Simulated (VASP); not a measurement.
# NdH2: structure and properties in VASP, part 3 of 10

What structure does NdH2 take at this level, and what are its properties? The start is a cell from a database of measured crystal structures.

VASP 6.6.1, plane waves and PAW; the level of theory is named at each step.

Still holding for the runs below: The k-mesh is coarse for a metal. DFT+U on an f shell has many metastable occupations, and no search among them was made.

So far, moment of the cell, from the last line of the log (μB): step 2 (magnetic order: ferromagnetic) 3.19.

### Step 4. Magnetic order: antiferromagnetic, q = (1/2, 1/2, 0)

Level of this step: PBEsol, DFT+U (Nd f 5 eV), spin-polarised from an antiferromagnetic start; plane waves and PAW (Nd, H) (VASP).

Next, a pattern with opposite moments, which needs a doubled cell; q is given in the reciprocal vectors of the primitive cell.

The input, INCAR:

```
SYSTEM = NdH2
PREC = Accurate
ENCUT = 440
EDIFF = 1E-06
NELM = 150
ISMEAR = 0
SIGMA = 0.05
LREAL = .FALSE.
ALGO = Normal
GGA = PS
NBANDS = 25
ISPIN = 2
MAGMOM = 3 -3 0 0 0 0
LDAU = .TRUE.
LDAUTYPE = 2
LDAUL = 3 -1
LDAUU = 5 0
LDAUJ = 0 0
LDAUPRINT = 1
LASPH = .TRUE.
LMAXMIX = 6
AMIX = 0.2
BMIX = 1E-04
AMIX_MAG = 0.8
BMIX_MAG = 1E-04
LORBIT = 11
LWAVE = .FALSE.
LCHARG = .FALSE.
KPAR = 8
ISIF = 2
```

The input, POSCAR:

```
NdH2
1.0
    2.7350000000      2.7350000000      0.0000000000
   -2.7350000000      2.7350000000      0.0000000000
    0.0000000000      0.0000000000      5.4700000000
Nd H
2 4
Direct
    0.0000000000      0.0000000000      0.0000000000
    0.5000000000      0.5000000000      0.5000000000
    0.5000000000      0.0000000000      0.2500000000
    0.0000000000      0.5000000000      0.7500000000
    0.5000000000      0.0000000000      0.7500000000
    0.0000000000      0.5000000000      0.2500000000
```

The input, KPOINTS:

```
Automatic mesh
0
Gamma
6 6 4
0 0 0
```

PAW data sets: Nd and H (PBE family, release 64).

Run with:

```
> mpirun -np 8 vasp_std
```

Output:

```text
[... set-up lines as in an earlier step ...]
 entering main loop
       N       E                     dE             d eps       ncg     rms          rms(c)
DAV:   1     0.345772082537E+03    0.34577E+03   -0.10036E+04  3424   0.261E+03
DAV:   2     0.328745740084E+02   -0.31290E+03   -0.30477E+03  4626   0.446E+02
DAV:   3    -0.215823884776E+02   -0.54457E+02   -0.52750E+02  5429   0.260E+02
DAV:   4    -0.262203540917E+02   -0.46380E+01   -0.38888E+01  5872   0.665E+01
DAV:   5    -0.271524908923E+02   -0.93214E+00   -0.83524E+00  5626   0.180E+01    0.597E+01
DAV:   6    -0.261050469963E+02    0.10474E+01   -0.24606E+02  4795   0.139E+02    0.742E+01
DAV:   7    -0.252238139305E+02    0.88123E+00   -0.14999E+01  5890   0.857E+01    0.636E+01
DAV:   8    -0.249922993915E+02    0.23151E+00   -0.20148E+00  5299   0.143E+01    0.675E+01
DAV:   9    -0.264239412176E+02   -0.14316E+01   -0.23079E+01  4974   0.103E+02    0.158E+01
DAV:  10    -0.288540922633E+02   -0.24302E+01   -0.39182E+00  5887   0.257E+01    0.917E+00
DAV:  11    -0.286250674190E+02    0.22902E+00   -0.65462E-01  5483   0.160E+01    0.622E+00
DAV:  12    -0.286967214190E+02   -0.71654E-01   -0.65532E-01  5592   0.174E+01    0.681E+00
DAV:  13    -0.287970534934E+02   -0.10033E+00   -0.53292E-02  5629   0.251E+00    0.580E+00
DAV:  14    -0.289048791429E+02   -0.10783E+00   -0.10999E-02  5316   0.299E+00    0.350E+00
DAV:  15    -0.290035716135E+02   -0.98692E-01   -0.65992E-02  5567   0.889E+00    0.539E+00
DAV:  16    -0.290302344724E+02   -0.26663E-01   -0.17214E-02  5952   0.290E+00    0.504E+00
DAV:  17    -0.290330811011E+02   -0.28466E-02   -0.13018E-03  5144   0.484E-01    0.491E+00
DAV:  18    -0.290603023540E+02   -0.27221E-01   -0.34081E-02  5179   0.500E+00    0.400E+00
DAV:  19    -0.291061269952E+02   -0.45825E-01   -0.19203E-01  5530   0.116E+01    0.253E+00
DAV:  20    -0.291089744245E+02   -0.28474E-02   -0.24856E-02  5786   0.160E+00    0.148E+00
DAV:  21    -0.291101491377E+02   -0.11747E-02   -0.83840E-03  5301   0.177E+00    0.188E+00
DAV:  22    -0.291113182196E+02   -0.11691E-02   -0.62220E-03  5925   0.151E+00    0.117E+00
DAV:  23    -0.291127539786E+02   -0.14358E-02   -0.13342E-02  5749   0.310E+00    0.738E-01
DAV:  24    -0.291128424782E+02   -0.88500E-04   -0.18608E-03  5300   0.565E-01    0.210E-01
DAV:  25    -0.291127387870E+02    0.10369E-03   -0.96675E-04  5562   0.627E-01    0.199E-01
DAV:  26    -0.291129973549E+02   -0.25857E-03   -0.29279E-03  5348   0.153E+00    0.154E-01
DAV:  27    -0.291130120175E+02   -0.14663E-04   -0.66437E-04  5580   0.821E-01    0.271E-01
DAV:  28    -0.291130034184E+02    0.85991E-05   -0.15044E-04  5668   0.202E-01    0.135E-01
DAV:  29    -0.291130466602E+02   -0.43242E-04   -0.56869E-05  5299   0.224E-01    0.128E-01
DAV:  30    -0.291130596583E+02   -0.12998E-04   -0.39617E-05  5531   0.168E-01    0.127E-01
DAV:  31    -0.291130598369E+02   -0.17857E-06   -0.16300E-06  3171   0.113E-02
   1 F= -.29113060E+02 E0= -.29111734E+02  d E =-.265133E-02  mag=     0.0000
```

The job ended after 44 s (8 MPI ranks of AMD EPYC 7R43, shared host; peak memory 2 GiB).

Parts of OUTCAR (step 4):

```text
  LATTYP: Found a simple tetragonal cell.
 ALAT       =     3.8678740931
 C/A-ratio  =     1.4142135624

 Subroutine GETGRP returns: Found 16 space group operations
 (whereof 16 operations were pure point group operations)

The static configuration has the point symmetry D_4h.

 Found     30 irreducible k-points:

   k-points           NKPTS =     30   k-points in BZ     NKDIM =     30   number of bands    NBANDS=     25

   dimension x,y,z NGX =    28 NGY =   28 NGZ =   40
   dimension x,y,z NGXF=    56 NGYF=   56 NGZF=   80

   ENCUT  =  440.0 eV  32.34 Ry    5.69 a.u.   6.62  6.62  9.36*2*pi/ulx,y,z

   NELECT =      32.0000    total number of electrons

atom =   1  type =  1  l = 3

 onsite density matrix

spin component  1

  0.3743  0.0000 -0.4641 -0.0000 -0.0000  0.0000 -0.0000
  0.0000  0.0203  0.0000 -0.0000 -0.0000 -0.0000 -0.0000
 -0.4641  0.0000  0.6140  0.0000 -0.0000 -0.0000  0.0000
 -0.0000 -0.0000  0.0000  0.0136  0.0000  0.0000  0.0000
 -0.0000 -0.0000 -0.0000  0.0000  0.6140  0.0000  0.4641
  0.0000 -0.0000 -0.0000  0.0000  0.0000  0.9736  0.0000
 -0.0000 -0.0000  0.0000  0.0000  0.4641  0.0000  0.3743

spin component  2

  0.0032  0.0000  0.0025 -0.0000 -0.0000  0.0000 -0.0000
  0.0000  0.0132  0.0000 -0.0000 -0.0000 -0.0000 -0.0000
  0.0025  0.0000  0.0021 -0.0000 -0.0000 -0.0000  0.0000
 -0.0000 -0.0000 -0.0000  0.0053  0.0000 -0.0000  0.0000
 -0.0000 -0.0000 -0.0000  0.0000  0.0021  0.0000 -0.0025
  0.0000 -0.0000 -0.0000 -0.0000  0.0000  0.0001  0.0000
 -0.0000 -0.0000  0.0000  0.0000 -0.0025  0.0000  0.0032

 occupancies and eigenvectors

  o =  0.0001  v =  0.0000  0.0000  0.0000  0.0000  0.0000  0.0000  0.0000 -0.6246  0.0000  0.7809 -0.0000 -0.0078  0.0000 -0.0063      0.0000  0.0000  0.0000  0.0000  0.0000  0.0000  0.0000  0.0000  0.0000  0.0000  0.0000  0.0000  0.0000  0.0000
  o =  0.0001  v =  0.0000  0.0000  0.0000  0.0000  0.0000  0.0000  0.0000  0.0063  0.0000 -0.0078  0.0000 -0.7809  0.0000 -0.6246      0.0000  0.0000  0.0000  0.0000  0.0000  0.0000  0.0000  0.0000  0.0000  0.0000  0.0000  0.0000  0.0000  0.0000
  o =  0.0001  v =  0.0000  0.0000  0.0000  0.0000  0.0000  0.0000  0.0000  0.0000 -0.0000 -0.0000  0.0000  0.0000  1.0000  0.0000      0.0000  0.0000  0.0000  0.0000  0.0000  0.0000  0.0000  0.0000  0.0000  0.0000  0.0000  0.0000  0.0000  0.0000
  o =  0.0052  v =  0.0000  0.0000  0.0000  0.0000  0.0000  0.0000  0.0000  0.7809  0.0000  0.6246  0.0000  0.0025  0.0000 -0.0031      0.0000  0.0000  0.0000  0.0000  0.0000  0.0000  0.0000  0.0000  0.0000  0.0000  0.0000  0.0000  0.0000  0.0000
  o =  0.0052  v =  0.0000  0.0000  0.0000  0.0000  0.0000  0.0000  0.0000  0.0031 -0.0000  0.0025  0.0000 -0.6246 -0.0000  0.7809      0.0000  0.0000  0.0000  0.0000  0.0000  0.0000  0.0000  0.0000  0.0000  0.0000  0.0000  0.0000  0.0000  0.0000
  o =  0.0053  v =  0.0000  0.0000  0.0000  0.0000  0.0000  0.0000  0.0000  0.0000  0.0000  0.0000 -1.0000 -0.0000  0.0000  0.0000      0.0000  0.0000  0.0000  0.0000  0.0000  0.0000  0.0000  0.0000  0.0000  0.0000  0.0000  0.0000  0.0000  0.0000
  o =  0.0132  v =  0.0000  0.0000  0.0000  0.0000  0.0000  0.0000  0.0000  0.0000 -1.0000  0.0000  0.0000  0.0000 -0.0000 -0.0000      0.0000  0.0000  0.0000  0.0000  0.0000  0.0000  0.0000  0.0000  0.0000  0.0000  0.0000  0.0000  0.0000  0.0000
  o =  0.0136  v =  0.0000  0.0000  0.0000 -1.0000 -0.0000  0.0000  0.0000  0.0000  0.0000  0.0000  0.0000  0.0000  0.0000  0.0000      0.0000  0.0000  0.0000  0.0000  0.0000  0.0000  0.0000  0.0000  0.0000  0.0000  0.0000  0.0000  0.0000  0.0000
  o =  0.0149  v = -0.7906  0.0000 -0.6124 -0.0000 -0.0000  0.0000 -0.0000  0.0000  0.0000  0.0000  0.0000  0.0000  0.0000  0.0000      0.0000  0.0000  0.0000  0.0000  0.0000  0.0000  0.0000  0.0000  0.0000  0.0000  0.0000  0.0000  0.0000  0.0000
  o =  0.0149  v =  0.0000 -0.0000  0.0000  0.0000 -0.6124  0.0000  0.7906  0.0000  0.0000  0.0000  0.0000  0.0000  0.0000  0.0000      0.0000  0.0000  0.0000  0.0000  0.0000  0.0000  0.0000  0.0000  0.0000  0.0000  0.0000  0.0000  0.0000  0.0000
  o =  0.0203  v =  0.0000 -1.0000  0.0000 -0.0000  0.0000 -0.0000 -0.0000  0.0000  0.0000  0.0000  0.0000  0.0000  0.0000  0.0000      0.0000  0.0000  0.0000  0.0000  0.0000  0.0000  0.0000  0.0000  0.0000  0.0000  0.0000  0.0000  0.0000  0.0000
  o =  0.9735  v =  0.0000  0.0000 -0.0000 -0.0000  0.7906  0.0000  0.6124  0.0000  0.0000  0.0000  0.0000  0.0000  0.0000  0.0000      0.0000  0.0000  0.0000  0.0000  0.0000  0.0000  0.0000  0.0000  0.0000  0.0000  0.0000  0.0000  0.0000  0.0000
  o =  0.9735  v = -0.6124  0.0000  0.7906  0.0000  0.0000 -0.0000  0.0000  0.0000  0.0000  0.0000  0.0000  0.0000  0.0000  0.0000      0.0000  0.0000  0.0000  0.0000  0.0000  0.0000  0.0000  0.0000  0.0000  0.0000  0.0000  0.0000  0.0000  0.0000
  o =  0.9736  v =  0.0000 -0.0000  0.0000 -0.0000 -0.0000  1.0000 -0.0000  0.0000  0.0000  0.0000  0.0000  0.0000  0.0000  0.0000      0.0000  0.0000  0.0000  0.0000  0.0000  0.0000  0.0000  0.0000  0.0000  0.0000  0.0000  0.0000  0.0000  0.0000

atom =   2  type =  1  l = 3

 onsite density matrix

spin component  1

  0.0032  0.0000  0.0025 -0.0000 -0.0000  0.0000 -0.0000
  0.0000  0.0132  0.0000 -0.0000 -0.0000 -0.0000 -0.0000
  0.0025  0.0000  0.0021 -0.0000 -0.0000 -0.0000 -0.0000
 -0.0000 -0.0000 -0.0000  0.0053  0.0000 -0.0000  0.0000
[...]
o =  0.0136  v =  0.0000  0.0000  0.0000  0.0000  0.0000  0.0000  0.0000  0.0000 -0.0000  0.0000  1.0000  0.0000  0.0000 -0.0000      0.0000  0.0000  0.0000  0.0000  0.0000  0.0000  0.0000  0.0000  0.0000  0.0000  0.0000  0.0000  0.0000  0.0000
  o =  0.0149  v =  0.0000  0.0000  0.0000  0.0000  0.0000  0.0000  0.0000  0.7906 -0.0000  0.6124 -0.0000  0.0003  0.0000 -0.0004      0.0000  0.0000  0.0000  0.0000  0.0000  0.0000  0.0000  0.0000  0.0000  0.0000  0.0000  0.0000  0.0000  0.0000
  o =  0.0149  v =  0.0000  0.0000  0.0000  0.0000  0.0000  0.0000  0.0000 -0.0004  0.0000 -0.0003 -0.0000  0.6124 -0.0000 -0.7906      0.0000  0.0000  0.0000  0.0000  0.0000  0.0000  0.0000  0.0000  0.0000  0.0000  0.0000  0.0000  0.0000  0.0000
  o =  0.0203  v =  0.0000  0.0000  0.0000  0.0000  0.0000  0.0000  0.0000 -0.0000 -1.0000 -0.0000 -0.0000  0.0000 -0.0000  0.0000      0.0000  0.0000  0.0000  0.0000  0.0000  0.0000  0.0000  0.0000  0.0000  0.0000  0.0000  0.0000  0.0000  0.0000
  o =  0.9735  v =  0.0000  0.0000  0.0000  0.0000  0.0000  0.0000  0.0000  0.0000 -0.0000 -0.0000 -0.0000 -0.7906 -0.0000 -0.6124      0.0000  0.0000  0.0000  0.0000  0.0000  0.0000  0.0000  0.0000  0.0000  0.0000  0.0000  0.0000  0.0000  0.0000
  o =  0.9735  v =  0.0000  0.0000  0.0000  0.0000  0.0000  0.0000  0.0000  0.6124 -0.0000 -0.7906 -0.0000  0.0000  0.0000  0.0000      0.0000  0.0000  0.0000  0.0000  0.0000  0.0000  0.0000  0.0000  0.0000  0.0000  0.0000  0.0000  0.0000  0.0000
  o =  0.9736  v =  0.0000  0.0000  0.0000  0.0000  0.0000  0.0000  0.0000 -0.0000 -0.0000  0.0000 -0.0000 -0.0000  1.0000 -0.0000      0.0000  0.0000  0.0000  0.0000  0.0000  0.0000  0.0000  0.0000  0.0000  0.0000  0.0000  0.0000  0.0000  0.0000

 E-fermi :   3.8799

 spin component 1
 k-point     1 :       0.0000    0.0000    0.0000
  band No.  band energies     occupation
    ...
     12      -0.3033      1.00000
     13      -0.3033      1.00000
     14       1.1879      1.00000
     15       2.0914      1.00000
     16       2.2450      1.00000
     17       4.8816      0.00000
     18       4.8816      0.00000
     19       4.9702      0.00000
     20       5.0562      0.00000
     21       5.0562      0.00000
    ...

 k-point     2 :       0.1667    0.0000    0.0000
  band No.  band energies     occupation
    ...
     12      -0.3222      1.00000
     13      -0.3012      1.00000
     14       0.9165      1.00000
     15       1.4130      1.00000
     16       2.6261      1.00000
     17       4.8390      0.00000
     18       4.8897      0.00000
     19       4.9635      0.00000
     20       5.2447      0.00000
     21       5.2526      0.00000
    ...

 k-point     3 :       0.3333    0.0000    0.0000
  band No.  band energies     occupation
    ...
     12      -0.3265      1.00000
     13      -0.2971      1.00000
     14       0.4237      1.00000
     15       0.5500      1.00000
     16       3.4775      1.00000
     17       4.6548      0.00000
     18       4.9207      0.00000
     19       4.9627      0.00000
     20       5.2947      0.00000
     21       5.3467      0.00000
    ...

 k-point     4 :       0.5000    0.0000    0.0000
  band No.  band energies     occupation
    ...
     11      -0.3494      1.00000
     12      -0.3426      1.00000
     13      -0.2950      1.00000
     14       0.1977      1.00000
     15       0.2241      1.00000
     16       4.1398      0.00000
     17       4.1655      0.00000
     18       4.9544      0.00000
     19       4.9645      0.00000
     20       5.1963      0.00000
    ...

  Total       -1.5358844     -1.5358844     -1.4831698      0.0000000     -0.0000000      0.0000000
  in kB      -30.0702557    -30.0702557    -29.0381853      0.0000000     -0.0000000      0.0000000
  external PRESSURE =     -29.7262322 kB  Pullay stress =       0.0000000 kB

  energy-cutoff  :      440.00
  volume of cell :       81.83
      direct lattice vectors                 reciprocal lattice vectors
     2.735000000  2.735000000  0.000000000     0.182815356  0.182815356  0.000000000
    -2.735000000  2.735000000  0.000000000    -0.182815356  0.182815356  0.000000000
     0.000000000  0.000000000  5.470000000     0.000000000  0.000000000  0.182815356

 POSITION                                       TOTAL-FORCE (eV/Angst)
 -----------------------------------------------------------------------------------
      0.00000      0.00000      0.00000         0.000000     -0.000000      0.000000
      0.00000      2.73500      2.73500        -0.000000      0.000000     -0.000000
      1.36750      1.36750      1.36750        -0.000000      0.000000      0.000000
     -1.36750      1.36750      4.10250        -0.000000     -0.000000      0.000000
      1.36750      1.36750      4.10250         0.000000     -0.000000      0.000000
     -1.36750      1.36750      1.36750         0.000000     -0.000000      0.000000
 -----------------------------------------------------------------------------------
    total drift:                               -0.000000      0.000000      0.000000

  FREE ENERGIE OF THE ION-ELECTRON SYSTEM (eV)
  ---------------------------------------------------
  free  energy   TOTEN  =       -29.1130598369 eV

  energy  without entropy=      -29.1104085115  energy(sigma->0) =      -29.11173417

 total charge
# of ion       s       p       d       f       tot
--------------------------------------------------
    1        1.970   5.367   0.556   3.011  10.905
    2        1.970   5.367   0.556   3.011  10.905
    3        0.535   0.005   0.000   0.000   0.540
    4        0.535   0.005   0.000   0.000   0.540
    5        0.535   0.005   0.000   0.000   0.540
    6        0.535   0.005   0.000   0.000   0.540
--------------------------------------------------
tot          6.079  10.754   1.113   6.022  23.968

 magnetization (x)
# of ion       s       p       d       f       tot
--------------------------------------------------
    1       -0.010  -0.112   0.050   2.953   2.880
    2        0.010   0.112  -0.050  -2.953  -2.880
    3        0.000   0.000   0.000   0.000   0.000
    4        0.000   0.000   0.000   0.000   0.000
    5        0.000   0.000   0.000   0.000   0.000
    6        0.000   0.000   0.000   0.000   0.000
--------------------------------------------------
tot          0.000   0.000   0.000   0.000   0.000

[... 6 further parts left out ...]
```

This step gave:

```
SCF cycles              : 31
irreducible k-points    : 30
symmetry operations     : 16
free energy (TOTEN)     : -29.11 eV
energy at zero smearing : -29.11 eV
Fermi energy            : 3.880 eV
pressure                : -2.973 GPa
```

The energy lies -0.7 meV an atom from the first pattern. The run ends antiferromagnetic with a largest moment of 2.88 μB, and the mesh shows no gap.

### Step 5. The orders side by side

This step: collinear orders at PBEsol, DFT+U (Nd f 5 eV); plane waves and PAW (VASP 6.6.1).

This step runs nothing: it gathers the runs above.

Patterns, by row:

```
                               start  atoms  energy less that of the first (meV/atom)  largest site moment (μB)          end state
                       ferromagnetic      3                                         0                       2.9      ferromagnetic
  antiferromagnetic, q = (0, 0, 1/2)      6                                      14.5                       2.9  antiferromagnetic
antiferromagnetic, q = (1/2, 1/2, 0)      6                                      -0.7                      2.88  antiferromagnetic
```

The session goes on in this state: ferromagnetic. It is not the lowest: another run lies 0.75 meV an atom lower. Differences this small don't decide the order on unrelaxed cells.

(Continued in part 4 of 10.)

[Lines on the potential files, build, host, timing and source positions are cut from VASP's logs without a mark.]

[Logs are printed without paths, hosts, clocks, repeated set-up lines and the standing remarks that a program may print on its own settings, such as how far it seeks lower states.]

[Hosts, paths, dates, database ids (printed as entryN), source tags and the programs' standing remarks are cut or masked in the printed files.]

[A measured line is paired with the nearest computed mode of its activity, which favours agreement.]
